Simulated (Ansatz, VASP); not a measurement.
# Cross-check of K6Pb2O5 (K6Pb2O5 (P-1)) between VASP and Ansatz, part 3 of 3

Wanted: the spread between two codes on one cell, functional and k mesh. Of the first pair: The structure shown is the start of the Ansatz relaxation below; VASP solves that cell, so the two are compared at the walk's first step.

VASP 6.6.1 and Ansatz 0.2.0.

So far. Step 3 (VASP: single point, PBEsol, start cell, pair 1): The run ends at a pressure of -0.33 GPa, with forces up to 0.11 eV/Å.

**6. VASP: single point, PBEsol, relaxed cell, pair 2**

Level of this step: PBEsol; plane waves and PAW (K_sv, Pb_d, O) (VASP).

The same cell, functional, mesh and smearing now go to VASP, with its own data sets.

INCAR reads:

```
SYSTEM = K6Pb2O5
PREC = Accurate
ENCUT = 600
EDIFF = 1E-06
NELM = 120
ISMEAR = -1
SIGMA = 0.01
LREAL = .FALSE.
ALGO = Normal
GGA = PS
NBANDS = 132
LORBIT = 11
LWAVE = .FALSE.
LCHARG = .FALSE.
ISIF = 2
LASPH = .TRUE.
GGA_COMPAT = .FALSE.
EFERMI = MIDGAP
KPAR = 4
```

POSCAR reads:

```
K6Pb2O5
1.0
    6.3968140240     -0.0078170492     -0.0107734517
    0.2845143264      7.5695211781     -0.0139582358
    1.2476635868      2.3284708375     12.1194264286
K Pb O
12 4 10
Direct
    0.4317586405      0.6097451237      0.3659224903
    0.5682413595      0.3902548763      0.6340775097
    0.9216283960      0.4109018710      0.3822738030
    0.0783716040      0.5890981290      0.6177261970
    0.3154637312      0.9500065144      0.1225869558
    0.6845362688      0.0499934856      0.8774130442
    0.3069729424      0.4883413850      0.1211720836
    0.6930270576      0.5116586150      0.8788279164
    0.7780687012      0.7017446912      0.1267630414
    0.2219312988      0.2982553088      0.8732369586
    0.4093500699      0.1368574907      0.3747755971
    0.5906499301      0.8631425093      0.6252244029
    0.9110961913      0.8714812867      0.3548686944
    0.0889038087      0.1285187133      0.6451313056
    0.7549437253      0.2105255732      0.1377242619
    0.2450562747      0.7894744268      0.8622757381
    0.6428179718      0.9480699395      0.2455282085
    0.3571820282      0.0519300605      0.7544717915
    0.5139265208      0.2423019852      0.0255754418
    0.4860734792      0.7576980148      0.9744245582
    0.7470133998      0.6721259072      0.4785898508
    0.2529866002      0.3278740928      0.5214101492
    0.6158245594      0.3863894529      0.2438230541
    0.3841754406      0.6136105471      0.7561769459
    0.0811441474      0.6953638971      0.2571208592
    0.9188558526      0.3046361029      0.7428791408
```

KPOINTS reads:

```
Automatic mesh
0
Gamma
4 4 3
0 0 0
```

Potentials, in the order of the species: K_sv, Pb_d and O (PBE family, release 64).

Command:

```console
$ mpirun -np 4 vasp_std
```

Numbers of over 12 decimals in the logs are rounded to 6 here.

The log of the run:

```text
[banner, memory and clock lines left out]
running    4 mpi-ranks, on    1 nodes
[...]
[... a notice as in an earlier step ...]

 [... a notice as in an earlier step ...]

 LDA part: xc-table for (Slater+PW92), standard interpolation
 POSCAR, INCAR and KPOINTS ok, starting setup
[...]
entering main loop
       N       E                     dE             d eps       ncg     rms          rms(c)
DAV:   1     0.284058363822E+04    0.28406E+04   -0.11339E+05  6872   0.189E+03
DAV:   2     0.329460655261E+03   -0.25111E+04   -0.23811E+04  7388   0.540E+02
DAV:   3    -0.112475965434E+03   -0.44194E+03   -0.43308E+03  8992   0.229E+02
DAV:   4    -0.145544354895E+03   -0.33068E+02   -0.32879E+02  9168   0.640E+01
[...]
DAV:  16    -0.114748803213E+03   -0.29833E-04   -0.56468E-05  9008   0.295E-02    0.100E-02
DAV:  17    -0.114748803548E+03   -0.33495E-06   -0.21519E-05  8920   0.162E-02    0.347E-03
DAV:  18    -0.114748803951E+03   -0.40275E-06   -0.26448E-06  5880   0.658E-03
   1 F= -.11474880E+03 E0= -.11474880E+03  d E =0.000000E+00
```

From OUTCAR (step 6):

```text
  Total        0.3770685      0.4245985      0.4130699     -0.0124070      0.0284778     -0.0497305
  in kB        1.0288990      1.1585933      1.1271354     -0.0338549      0.0777068     -0.1356985
  external PRESSURE =       1.1048759 kB  Pullay stress =       0.0000000 kB

 POSITION                                       TOTAL-FORCE (eV/Angst)
 -----------------------------------------------------------------------------------
      3.39191      5.46414      4.42161        -0.003611      0.005981      0.001462
      4.53708      4.42603      7.67309         0.003611     -0.005981     -0.001462
      6.48934      3.99324      4.61727         0.001547     -0.022438      0.002689
      1.43965      5.89694      7.47742        -0.001547      0.022438     -0.002689
      2.44120      7.47407      1.46902        -0.013932      0.002885     -0.000535
      5.48779      2.41611     10.62567         0.013932     -0.002885      0.000535
      2.25377      3.97626      1.45841        -0.021445     -0.000431     -0.000139
      5.67522      5.91392     10.63628         0.021445      0.000431      0.000139
      5.33497      5.60095      1.51812         0.001378     -0.005177     -0.018670
      2.59402      4.28922     10.57658        -0.001378      0.005177      0.018670
      3.12507      1.90540      4.53574        -0.012115     -0.013014      0.008364
      4.80392      7.98478      7.55895         0.012115      0.013014     -0.008364
      6.51882      7.41588      4.27883         0.015630      0.040370      0.002054
      1.41017      2.47430      7.81587        -0.015630     -0.040370     -0.002054
[...]
-----------------------------------------------------------------------------------
    total drift:                                0.000000      0.000000      0.000000

  FREE ENERGIE OF THE ION-ELECTRON SYSTEM (eV)
  ---------------------------------------------------
  free  energy   TOTEN  =      -114.7488039512 eV

  energy  without entropy=     -114.7488039512  energy(sigma->0) =     -114.74880395

[... 1 part as in an earlier step ...]

[... 2 further parts left out ...]
[key lines of the parts left out:]
E-fermi :   2.2793
```

The run ends at a pressure of 0.11 GPa, with forces up to 0.055 eV/Å.

**7. Side by side**

What differs besides the data sets and the points named for the pairs above, as far as they apply: the cutoff is 420 eV in Ansatz and 600 eV in VASP; Ansatz's pressure holds a Pulay correction, VASP's none. Total energies have different zeros and are not compared.

Compared:

```csv
quantity,Ansatz,VASP,difference
pressure (GPa),-0.02,0.11,-0.13
gap on the k mesh (eV),2.189,2.188,+0.002
```

At this near-relaxed geometry the largest component of a force difference is 47 meV/Å. A gap on the mesh is an upper bound, since the band edges may lie between its points; neither run holds spin-orbit coupling, which can move the band edges of a compound of Pb.

**8. Outcome**

- r.m.s. force difference (single point, PBEsol, start cell, pair 1): 14 meV/Å
- r.m.s. force difference (single point, PBEsol, relaxed cell, pair 2): 14 meV/Å

What this shows: The r.m.s. force difference is 14 meV/Å (single point, PBEsol, relaxed cell, pair 2), beyond the 12 meV/Å picked in this series as the mark of a large difference. What causes the difference of the single point, PBEsol, start cell, pair 1 pair stays open here. What causes the difference of the single point, PBEsol, relaxed cell, pair 2 pair stays open here. Such differences can come from data sets, numerical settings and the points named under the comparisons, not from the functional's error against experiment.

[Lines on the potential files, build, host, timing and source positions are cut from VASP's logs without a mark.]

[Logs are printed without paths, hosts, clocks, repeated set-up lines and the standing remarks that a program may print on its own settings, such as how far it seeks lower states.]

[Hosts, paths, dates, database ids (printed as entryN), source tags and the programs' standing remarks are cut or masked in the printed files.]
